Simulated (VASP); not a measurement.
# A VASP 6.6.1 relaxation on LaAs

INCAR

```
LWAVE = .FALSE.
ISMEAR = -1
GGA = CA
IBRION = 2
NELM = 120
ISYM = -1
NBANDS = 48
SIGMA = 0.02
LREAL = .FALSE.
ENCUT = 600
ISIF = 3
EDIFF = 1E-7
EDIFFG = -5E-3
LASPH = .TRUE.
LCHARG = .FALSE.
NSW = 40
PREC = Accurate
```

KPOINTS

```
KPOINTS created by Atomic Simulation Environment
0
Gamma
4 4 4
0 0 0
```

POSCAR

```
La As
 1.0000000000000000
     0.0000000000000000    3.4041788220137272    3.4041788220137272
     3.4041788220137272    0.0000000000000000    3.4041788220137272
     3.4041788220137272    3.4041788220137272   -0.0000000000000000
 La  As
   1   1
Cartesian
 -0.0000000000000000 -0.0000000000000000 -0.0000000000000000
  1.7020894110068634  1.7020894110068634  1.7020894110068634
```

The recommended LDA PAW datasets give the neutral cell 16 valence electrons.

Command

```
mpirun -np 1 vasp_std
```

Question: Predict the outcome of this run.

Answer: It converged. Results: relaxed cell vector lengths 4.710, 4.710, 4.710 Å; relaxed cell volume 73.89 Å³.

OSZICAR

```
N       E                     dE             d eps       ncg     rms          rms(c)
DAV:   1     0.106971371388E+03    0.10697E+03   -0.49843E+03  8792   0.428E+02
DAV:   2    -0.299102060173E+01   -0.10996E+03   -0.93925E+02  7392   0.104E+02
DAV:   3    -0.131072885461E+02   -0.10116E+02   -0.95234E+01  7160   0.292E+01
DAV:   4    -0.136216343130E+02   -0.51435E+00   -0.50617E+00  8448   0.609E+00
DAV:   5    -0.136340308996E+02   -0.12397E-01   -0.12376E-01  8792   0.892E-01    0.389E+00
DAV:   6    -0.129282626554E+02    0.70577E+00   -0.53359E-02  8896   0.164E+00    0.203E+00
DAV:   7    -0.128312425465E+02    0.97020E-01   -0.69198E-02  9568   0.912E-01    0.995E-01
DAV:   8    -0.128225223873E+02    0.87202E-02   -0.74853E-03  9784   0.283E-01    0.323E-01
DAV:   9    -0.128219908687E+02    0.53152E-03   -0.12432E-03  9280   0.177E-01    0.105E-01
DAV:  10    -0.128220620289E+02   -0.71160E-04   -0.10725E-04  8216   0.252E-02    0.471E-02
...
DAV:   1    -0.129774678198E+02   -0.12265E+00   -0.12413E+00  9064   0.440E+00    0.169E+00
DAV:   2    -0.128781549576E+02    0.99313E-01   -0.96779E-02  9144   0.221E+00    0.526E-01
DAV:   3    -0.128670555264E+02    0.11099E-01   -0.23199E-02  9784   0.435E-01    0.176E-01
DAV:   4    -0.128669331280E+02    0.12240E-03   -0.21279E-03  8728   0.105E-01    0.128E-01
DAV:   5    -0.128671171627E+02   -0.18403E-03   -0.78932E-04 10064   0.555E-02    0.498E-02
DAV:   6    -0.128671504845E+02   -0.33322E-04   -0.65366E-05  9872   0.287E-02    0.132E-02
DAV:   7    -0.128671400848E+02    0.10400E-04   -0.55522E-06  8928   0.109E-02    0.549E-03
DAV:   8    -0.128671401429E+02   -0.58062E-07   -0.28059E-06  7520   0.336E-03    0.165E-03
DAV:   9    -0.128671401793E+02   -0.36387E-07   -0.14816E-07  7936   0.127E-03
   3 F= -.12867140E+02 E0= -.12867140E+02  d E =-.450457E-01
```

Standard output (part)

```
POSCAR found type information on POSCAR LaAs
 POSCAR found :  2 types and       2 ions
 LDA part: xc-table for (Slater(with rela. corr.)+CA(PZ))
 , standard interpolation
 POSCAR, INCAR and KPOINTS ok, starting setup
 WAVECAR not read
 entering main loop
 curvature:   0.00 expect dE= 0.000E+00 dE for cont linesearch  0.000E+00
 search vector abs. value=  0.131E+00
 bond charge predicted
 trial-energy change:   -0.032726  1 .order   -0.028959   -0.130968    0.073051
 bond charge predicted
 curvature:  -0.32 expect dE=-0.422E-07 dE for cont linesearch -0.422E-07
 trial: gam=-0.00100 g(F)=  0.297E-13 g(S)=  0.132E-06 ort = 0.132E-03 (trialstep = 0.933E+00)
 search vector abs. value=  0.100E-09
 reached required accuracy - stopping structural energy minimisation
```

```
ionic step  ΔE (meV/atom)  volume (Å³)  largest force (eV/Å)  pressure (GPa)  electronic steps
         1            0.0        78.90                 0.000           -2.73                13
         2          -16.4        71.46                 0.000            1.68                10
         3          -22.5        73.89                 0.000            0.00                 9
```

For comparison, a separate LDA relaxation on usual settings, not on those above, ends at 74.02 Å³.
